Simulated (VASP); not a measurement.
Consider the following.

```xyz
2
Lattice="0.0000 3.0228 3.0228 3.0228 0.0000 3.0228 3.0228 3.0228 0.0000" Properties=species:S:1:pos:R:3 pbc="T T T"
Ca     0.0000     0.0000     0.0000
Se     3.0228     3.0228     3.0228
```

Method: RPBE GGA, VASP's PBE PAW potentials (set 64) (plane waves; VASP). Numerical set-up: 520 eV cut-off, 9×9×9 Γ-centred mesh, tetrahedra with Blöchl corrections, potentials Ca_sv Se.

Problem. What does the run give for the energy per atom (σ→0)?

Solution. 
```json
{
  "energy per atom (σ→0)": "-4.455 eV/atom"
}
```

Only differences to runs with the same potentials and settings are physical.

The compound is CaSe in the rock salt structure. It was relaxed first, which changed the volume by +7 %.
